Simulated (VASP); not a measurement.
An input for Ansatz (written as the equivalent of a VASP run, and not itself run):

Ansatz 0.2 input:
```yaml
crystal:
  lattice:
    - [1.2564380, -2.1762148, 0.0000000]
    - [1.2564380, 2.1762148, 0.0000000]
    - [0.0000000, 0.0000000, 7.6483295]
  atoms:
    - { symbol: B, position: [0.3333330, 0.6666670, 0.2500000] }
    - { symbol: B, position: [0.6666670, 0.3333330, 0.7500000] }
    - { symbol: N, position: [0.6666670, 0.3333330, 0.2500000] }
    - { symbol: N, position: [0.3333330, 0.6666670, 0.7500000] }
kpoints:
  mp_grid: { grid: [8, 8, 2] }
hamiltonian:
  xc: pbe
  pseudopotentials: { kind: paw }
scf:
  occupations: { method: gaussian, width: 0.05 }
  max_iter: 100
output: { forces: true, stress: true, eigenvalues: true }
```

Question: Translate this input to VASP (INCAR, KPOINTS, POSCAR, choice of POTCAR).

Answer: Several could match; the one computed here: 
INCAR:
```
SYSTEM = BN
PREC = Accurate
ENCUT = 520
EDIFF = 1E-6
NELM = 100
ALGO = Normal
LREAL = .FALSE.
LASPH = .TRUE.
ISMEAR = 0
SIGMA = 0.05
GGA = PE
LWAVE = .TRUE.
LCHARG = .FALSE.
```

KPOINTS:
```
Regular mesh
0
Gamma
  8 8 2
0 0 0
```

### POSCAR
```
BN
1
    1.2564379812    -2.1762148128     0.0000000000
    1.2564379812     2.1762148128     0.0000000000
    0.0000000000     0.0000000000     7.6483295389
B N
2 2
Direct
  0.3333330000   0.6666670000   0.2500000000
  0.6666670000   0.3333330000   0.7500000000
  0.6666670000   0.3333330000   0.2500000000
  0.3333330000   0.6666670000   0.7500000000
```

POTCAR, in this order: B N (PBE.64 set). Program: vasp_std.

The two are equivalent in intent, not identical: each code has its own PAW files, so the cut-off isn't converted (ENCUT is set for VASP's; basis.ecutwfc is left out, and Ansatz then takes the one that its files recommend); Ansatz stops its SCF on the density residual and VASP on the energy change (EDIFF).

The compound is BN in the hex structure. It was relaxed first, which changed the volume by +16 %.
